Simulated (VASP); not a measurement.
A convergence study with VASP on SrTiO$_{3}$ (cubic perovskite): a few settings are varied, all else stays as given below, so the limit is that of these other settings. The cell's lengths are 1 % over those of the tabulated start and one atom is moved, so it is off equilibrium.

```
SrTiO3
1.0
    3.94405     0.00000     0.00000
    0.00000     3.94405     0.00000
    0.00000     0.00000     3.94405
Sr Ti O
1 1 3
Direct
  0.00000   0.00000   0.00000
  0.50000   0.50000   0.50000
  0.50000   0.00000   0.50000
  0.00000   0.50000   0.50000
  0.51537   0.50000   0.00000
```

These are LDA (Ceperley-Alder, Perdew-Zunger), VASP's LDA PAW potentials (set 64) (plane waves; VASP) values and carry that method's errors. The last row used: 900 eV cut-off, 4×4×4 Γ-centred mesh, Gaussian smearing of 0.050 eV, potentials Sr_sv Ti_sv O_h.

Gaps are read on the run's mesh, which can miss a band edge. Energies of different potentials or hybrids have different zeros.

```csv
setting,E (eV/atom),pressure (GPa),largest force (eV/Å),gap on the mesh (eV),plane waves
"ENCUT = 300, POTCAR Sr_sv Ti_sv O",-8.8884,-47.96,0.287,1.690,739
"ENCUT = 520, POTCAR Sr_sv Ti_sv O",-8.8038,-11.08,0.320,1.676,1671
"ENCUT = 900, POTCAR Sr_sv Ti_sv O",-8.8081,-10.98,0.320,1.679,3840
"ENCUT = 300, POTCAR Sr_sv Ti O",-8.8171,-46.66,0.290,1.571,739
"ENCUT = 400, POTCAR Sr_sv Ti O",-8.7492,-14.85,0.327,1.560,1141
"ENCUT = 520, POTCAR Sr_sv Ti O",-8.7369,-10.17,0.323,1.556,1671
"ENCUT = 700, POTCAR Sr_sv Ti O",-8.7404,-10.41,0.323,1.558,2612
"ENCUT = 900, POTCAR Sr_sv Ti O",-8.7413,-10.11,0.323,1.558,3840
"ENCUT = 300, POTCAR Sr_sv Ti_pv O",-8.8759,-47.49,0.289,1.673,739
"ENCUT = 400, POTCAR Sr_sv Ti_pv O",-8.8029,-15.55,0.326,1.659,1141
"ENCUT = 520, POTCAR Sr_sv Ti_pv O",-8.7907,-10.89,0.321,1.654,1671
"ENCUT = 700, POTCAR Sr_sv Ti_pv O",-8.7942,-11.11,0.321,1.656,2612
"ENCUT = 900, POTCAR Sr_sv Ti_pv O",-8.7951,-10.80,0.321,1.657,3840
"ENCUT = 300, POTCAR Sr_sv Ti_sv O_s",-8.8014,-12.18,0.318,1.676,739
"ENCUT = 400, POTCAR Sr_sv Ti_sv O_s",-8.7998,-11.23,0.320,1.673,1141
"ENCUT = 520, POTCAR Sr_sv Ti_sv O_s",-8.8042,-11.07,0.319,1.675,1671
"ENCUT = 700, POTCAR Sr_sv Ti_sv O_s",-8.8047,-10.90,0.319,1.675,2612
"ENCUT = 900, POTCAR Sr_sv Ti_sv O_s",-8.8049,-10.88,0.319,1.675,3840
"ENCUT = 300, POTCAR Sr_sv Ti_sv O_h",-7.8395,-212.17,0.165,0.991,739
"ENCUT = 400, POTCAR Sr_sv Ti_sv O_h",-8.2018,-141.28,0.414,1.504,1141
"ENCUT = 520, POTCAR Sr_sv Ti_sv O_h",-8.6472,-67.45,0.308,1.635,1671
"ENCUT = 700, POTCAR Sr_sv Ti_sv O_h",-8.7951,-21.25,0.312,1.665,2612
"ENCUT = 900, POTCAR Sr_sv Ti_sv O_h",-8.8085,-11.47,0.320,1.681,3840
```

Left out are rungs that failed or repeat a setting and relaxations that didn't move; long series are thinned to 24 rows.

The compound is SrTiO3 in the cubic perovskite structure, the ideal cubic form; the compound distorts at low or room temperature. The cell was not relaxed at this level, it is distorted from the ideal structure.
